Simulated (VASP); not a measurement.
Level of theory: LDA (Ceperley-Alder, Perdew-Zunger), VASP's LDA PAW potentials (set 64) (plane waves; VASP 6.6.1).

VASP input:

KPOINTS:
```
Automatic mesh
0
Gamma
13 13 9
0 0 0
```

File POSCAR:
```
TiAl
1
    2.7707685521     0.0000000000     0.0000000000
    0.0000000000     2.7707685521     0.0000000000
    0.0000000000     0.0000000000     3.9906156855
Ti Al
1 1
Direct
  0.0000000000   0.0000000000   0.0000000000
  0.5000000000   0.5000000000   0.5000000000
```

**INCAR**
```
SYSTEM = TiAl
PREC = Accurate
ENCUT = 500
EDIFF = 1E-6
NELM = 100
ALGO = Normal
LREAL = .FALSE.
LASPH = .TRUE.
ISMEAR = 1
SIGMA = 0.1
LMAXMIX = 4
LWAVE = .FALSE.
LCHARG = .FALSE.
IBRION = 2
ISIF = 3
NSW = 40
EDIFFG = -0.02
PSTRESS = 50
```

POTCAR, in this order: Ti_sv Al (LDA.64 set). Program: vasp_std.

Energy and stress use the plane-wave basis of the starting cell.

### Question
Predict the energy per atom (σ→0), volume per atom, band gap (on the k-mesh).

### Answer

```yaml
energy per atom (σ→0): -654.5 kJ/mol of atoms
band gap (on the k-mesh): none (metal, semimetal or under 0.01 eV)
volume_per_atom: 14.77 Å³/atom
```

### OSZICAR
```
...
DAV:   3    -0.135584310874E+02    0.54677E-01   -0.29161E-01  3596   0.550E+00    0.295E-01
DAV:   4    -0.135612028085E+02   -0.27717E-02   -0.28762E-02  3563   0.127E+00    0.216E-01
DAV:   5    -0.135652532302E+02   -0.40504E-02   -0.65057E-03  4395   0.591E-01    0.197E-01
DAV:   6    -0.135668776266E+02   -0.16244E-02   -0.39627E-03  4419   0.479E-01    0.379E-02
DAV:   7    -0.135669811054E+02   -0.10348E-03   -0.31509E-04  3898   0.139E-01    0.235E-02
DAV:   8    -0.135670102123E+02   -0.29107E-04   -0.64190E-05  4364   0.614E-02    0.298E-03
DAV:   9    -0.135670106899E+02   -0.47756E-06   -0.47301E-06  3062   0.154E-02
   3 F= -.12645304E+02 E0= -.12644943E+02  d E =-.178973E-01
```

The compound is TiAl in the L1_0 structure. This run relaxes it under an external pressure of 5 GPa. Symmetry was kept, so distortions that lower it aren't found. The electron count is odd and the run is not spin-polarised, which forces a metal.
